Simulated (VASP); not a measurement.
Given:

```yaml
crystal:
  lattice:
    - [0.00000, 2.92167, 2.92167]
    - [2.92167, 0.00000, 2.92167]
    - [2.92167, 2.92167, 0.00000]
  atoms:
    - { symbol: Ru, position: [0.00000, 0.00000, 0.00000] }
    - { symbol: Te, position: [0.25000, 0.25000, 0.25000] }
```

These are r2SCAN meta-GGA, VASP's PBE PAW potentials (set 64) (plane waves; VASP 6.6.1) values and carry that method's errors. Run with 400 eV cut-off, 12×12×12 Γ-centred mesh, tetrahedra with Blöchl corrections, potentials Ru_pv Te.

Q: Give the energies of bands 5 to 13 at the high-symmetry points, in eV from the Fermi level.

A: 
```
band      Γ      X      U      L      W
----  -----  -----  -----  -----  -----
5     -4.57  -5.91  -5.43  -5.48  -5.07
6     -4.57  -3.55  -4.17  -4.25  -4.74
7     -4.57  -3.55  -3.79  -4.25  -3.52
8     -1.68  -1.86  -2.14  -1.51  -1.98
9     -1.68  -1.32  -1.55  -1.51  -1.73
10     3.49  -0.99  -0.95  -1.15  -1.21
11     3.92  -0.36  -0.12   1.83  -0.37
12     3.92  -0.36   0.49   1.83   0.61
13     3.92   5.21   5.54   4.56   6.94
```

It has no gap at this level: it comes out as a metal or semimetal.

The structure was generated: RuTe was put into the zinc blende type (F-43m), which need not be its known phase. It was relaxed first, which changed the volume by -29 %.
